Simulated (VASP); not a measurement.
Data:

```xyz
2
Lattice="2.7698 0.0000 0.0000 0.0000 2.7698 0.0000 0.0000 0.0000 3.4812" Properties=species:S:1:pos:R:3 pbc="T T T"
Cu     0.0000     0.0000     0.0000
Au     1.3849     1.3849     1.7406
```

Method: PBEsol GGA, VASP's PBE PAW potentials (set 64) (plane waves; VASP). Numerical set-up: 480 eV cut-off, 12×12×10 Γ-centred mesh, first-order Methfessel-Paxton smearing of 0.10 eV, potentials Cu Au.

Q: Give the stress tensor in GPa (positive for a compressed cell).

A: 
```
12.75   0.00   0.00
 0.00  12.75   0.00
 0.00   0.00  12.00
```
The pressure is its mean diagonal, 12.50 GPa.

The compound is CuAu in the L1_0 structure. This cell was strained or had an atom moved on purpose.
